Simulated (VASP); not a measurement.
Calculation: r2SCAN+rVV10, VASP's PBE PAW potentials (set 64) (plane waves; VASP).

The input files of a VASP run:

File KPOINTS:
```
Automatic mesh
0
Gamma
13 13 10
0 0 0
```

File POSCAR:
```
FePt
1.0
  2.7261176648   0.0000000000   0.0000000000
  0.0000000000   2.7261176648   0.0000000000
  0.0000000000   0.0000000000   3.7184257489
Fe Pt
1 1
Direct
  0.0000000000   0.0000000000   0.0000000000
  0.5000000000   0.5000000000   0.5000000000
```

### INCAR
```
! general
SYSTEM  =FePt
PREC    =Accurate
ENCUT   =520
LREAL   =F
LASPH   =T

! electronic loop
EDIFF   =1E-7
NELM    =100
ALGO    =Normal
LMAXMIX =6
LMIXTAU =T

! smearing
ISMEAR  =1
SIGMA   =0.1

! functional
METAGGA =R2SCAN
LUSE_VDW=T
BPARAM  =11.95
CPARAM  =0.0093

! spin
ISPIN   =2
MAGMOM  =3.2 0.3

! ions
IBRION  =2
NSW     =30
ISIF    =4
EDIFFG  =-0.01

! output
LWAVE   =F
LCHARG  =F
LORBIT  =10
```

POTCAR, in this order: Fe Pt (PBE.64 set). Program: vasp_std.

The run wrote:

File OSZICAR:
```
       N       E                     dE             d eps       ncg     rms          rms(c)
DAV:   1     0.440753239954E+02    0.44075E+02   -0.90395E+03 10368   0.137E+03
DAV:   2    -0.675894073179E+02   -0.11166E+03   -0.99648E+02 10367   0.266E+02
DAV:   3    -0.711808344337E+02   -0.35914E+01   -0.35051E+01 12552   0.586E+01
DAV:   4    -0.712193044310E+02   -0.38470E-01   -0.38460E-01 11819   0.515E+00
DAV:   5    -0.712204034611E+02   -0.10990E-02   -0.10990E-02 13396   0.977E-01    0.187E+01
DAV:   6    -0.688920684241E+02    0.23283E+01   -0.25872E+01 11482   0.109E+02    0.281E+01
DAV:   7    -0.662756609058E+02    0.26164E+01   -0.10458E+01 12656   0.864E+01    0.914E+00
DAV:   8    -0.661576252436E+02    0.11804E+00   -0.61730E-01 12833   0.122E+01    0.381E+00
DAV:   9    -0.662079129883E+02   -0.50288E-01   -0.18596E-01 11436   0.654E+00    0.260E+00
DAV:  10    -0.662017096550E+02    0.62033E-02   -0.86327E-02 13805   0.725E+00    0.102E+00
DAV:  11    -0.661994811064E+02    0.22285E-02   -0.10756E-02 13729   0.218E+00    0.417E-01
DAV:  12    -0.662002297909E+02   -0.74868E-03   -0.14165E-03 12834   0.552E-01    0.124E-01
DAV:  13    -0.662003666203E+02   -0.13683E-03   -0.16713E-04 13171   0.204E-01    0.553E-02
DAV:  14    -0.662003873973E+02   -0.20777E-04   -0.47453E-05 12523   0.105E-01    0.284E-02
DAV:  15    -0.662003877086E+02   -0.31128E-06   -0.10866E-05 13471   0.777E-02    0.741E-03
DAV:  16    -0.662003889356E+02   -0.12270E-05   -0.21082E-06 14702   0.233E-02    0.460E-03
DAV:  17    -0.662003893377E+02   -0.40207E-06   -0.11127E-07  8154   0.388E-03    0.240E-03
DAV:  18    -0.662003895351E+02   -0.19743E-06   -0.65613E-08  6098   0.668E-03    0.672E-04
DAV:  19    -0.662003895374E+02   -0.23535E-08   -0.24231E-08  5565   0.209E-03
   1 F= -.66200390E+02 E0= -.66200648E+02  d E =-.662004E+02  mag=     3.5563
       N       E                     dE             d eps       ncg     rms          rms(c)
DAV:   1    -0.662004867256E+02   -0.97190E-04   -0.55480E-03 11305   0.617E-01    0.602E-02
DAV:   2    -0.662004308748E+02    0.55851E-04   -0.18648E-04 13605   0.329E-01    0.591E-02
DAV:   3    -0.662004220687E+02    0.88061E-05   -0.76947E-05 12697   0.256E-01    0.357E-02
DAV:   4    -0.662004185223E+02    0.35464E-05   -0.18305E-05 14021   0.612E-02    0.127E-02
DAV:   5    -0.662004187714E+02   -0.24912E-06   -0.26951E-06 14224   0.328E-02    0.479E-03
DAV:   6    -0.662004187355E+02    0.35929E-07   -0.25772E-07  9066   0.548E-03
   2 F= -.66200419E+02 E0= -.66200669E+02  d E =-.291981E-04  mag=     3.5554
```

### OUTCAR
```
------------------------ aborting loop because EDIFF is reached ----------------------------------------
  FORCE on cell =-STRESS in cart. coord.  units (eV):
  Direction    XX          YY          ZZ          XY          YZ          ZX
  --------------------------------------------------------------------------------------
  Total       -0.0145483     -0.0145483     -0.0026317      0.0000000     -0.0000000      0.0000000
  in kB       -0.8434767     -0.8434767     -0.1525796      0.0000000     -0.0000000      0.0000000
  external PRESSURE =      -0.6131777 kB  Pullay stress =       0.0000000 kB
  volume of cell :       27.63
      direct lattice vectors                 reciprocal lattice vectors
     2.724926157  0.000000000  0.000000000     0.366982422  0.000000000 -0.000000000
     0.000000000  2.724926157  0.000000000     0.000000000  0.366982422 -0.000000000
     0.000000000  0.000000000  3.721678315    -0.000000000  0.000000000  0.268695979
 POSITION                                       TOTAL-FORCE (eV/Angst)
 -----------------------------------------------------------------------------------
      0.00000      0.00000      0.00000        -0.000000     -0.000000      0.000000
      1.36246      1.36246      1.86084         0.000000      0.000000      0.000000
 -----------------------------------------------------------------------------------
    total drift:                               -0.000000      0.000000      0.000000
  FREE ENERGIE OF THE ION-ELECTRON SYSTEM (eV)
  ---------------------------------------------------
  free  energy   TOTEN  =       -66.2004187355 eV

  energy  without entropy=      -66.2011684236  energy(sigma->0) =      -66.20066863

 total charge

# of ion       s       p       d       tot
------------------------------------------
    1        0.419   0.478   6.047   6.944
    2        0.721   0.678   8.065   9.464
--------------------------------------------------
tot          1.140   1.156  14.112  16.408

 magnetization (x)

# of ion       s       p       d       tot
------------------------------------------
    1        0.017  -0.016   3.248   3.250
    2       -0.024  -0.090   0.445   0.331
--------------------------------------------------
tot         -0.007  -0.106   3.694   3.581

 reached required accuracy - stopping structural energy minimisation
```
(Selected blocks of OUTCAR.)

**CONTCAR**
```
FePt
   1.00000000000000
     2.7249261571256693    0.0000000000000000    0.0000000000000000
     0.0000000000000000    2.7249261571256693    0.0000000000000000
     0.0000000000000000    0.0000000000000000    3.7216783151813266
  Fe              Pt
     1     1
Direct
     0.0000000000000000    0.0000000000000000    0.0000000000000000
     0.5000000000000000    0.5000000000000000    0.5000000000000000
```

The compound is FePt in the L1_0 structure. This run relaxes it. Symmetry was kept, so distortions that lower it aren't found.
